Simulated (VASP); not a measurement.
Level of theory: PBE GGA, VASP's PBE PAW potentials (set 64) (plane waves; VASP 6.6.1).

A VASP calculation is set up with these files.

File POSCAR:
```
Cl2
3.1174570
  1.0000000000   0.0000000000   0.0000000000
 -0.5000001604   0.8660254175   0.0000000000
  0.0000000000   0.0000000000   1.6235941667
Cl
2
Direct
  0.3327610000   0.6497760000   0.2448850000
  0.6672390000   0.3502240000   0.7551150000
```

**KPOINTS**
```
Automatic mesh
0
Gamma
6 6 4
0 0 0
```

**INCAR**
```
ENCUT=300   # plane-wave cut-off (eV)
LCHARG=.FALSE.
LWAVE=.FALSE.
SIGMA=0.1
ISMEAR=-1
NELM=100
ALGO=Normal   # blocked Davidson
PREC=Accurate
LASPH=.TRUE.   # aspherical one-centre terms
SYSTEM=Cl2
LREAL=.FALSE.   # projection in real space or not
ISIF=2   # forces and stress, cell fixed
GGA=PE   # PBE
EDIFF=1E-6   # SCF stop (eV)
```

POTCAR, in this order: Cl (PBE.64 set). Program: vasp_std.

At this cut-off the stress carries a Pulay error, which pulls relaxed volumes low.

Q: Predict the energy per atom (σ→0), largest force, band gap (on the k-mesh).

A: 
```
Item                                                        Result
------------------------  ----------------------------------------
energy per atom (σ→0)                               -0.899 eV/atom
band gap (on the k-mesh)  none (metal, semimetal or under 0.01 eV)
largest force                                           0.069 eV/Å
```

OSZICAR:
```
...
DAV:   4    -0.186530451013E+01   -0.21709E-01   -0.21696E-01  1978   0.436E+00
DAV:   5    -0.186563749209E+01   -0.33298E-03   -0.33295E-03  2083   0.499E-01    0.499E+00
DAV:   6    -0.186592108200E+01   -0.28359E-03   -0.22250E-03  2038   0.349E-01    0.305E+00
DAV:   7    -0.186698893407E+01   -0.10679E-02   -0.27761E-03  2035   0.434E-01    0.917E-02
DAV:   8    -0.186693683224E+01    0.52102E-04   -0.23045E-04  2035   0.105E-01    0.133E-02
DAV:   9    -0.186693939451E+01   -0.25623E-05   -0.52947E-06  2062   0.186E-02    0.398E-03
DAV:  10    -0.186693985625E+01   -0.46174E-06   -0.49015E-07  1436   0.589E-03
   1 F= -.18669399E+01 E0= -.17973852E+01  d E =-.139109E+00
```

The structure was generated: Cl2 was put into an ordered model structure, which need not be its known phase. The cell was not relaxed at this level, atoms are displaced from their ideal sites. The k-mesh is coarse (spacing up to 0.39 per Å, 2π included), so the numbers may not be converged in it.
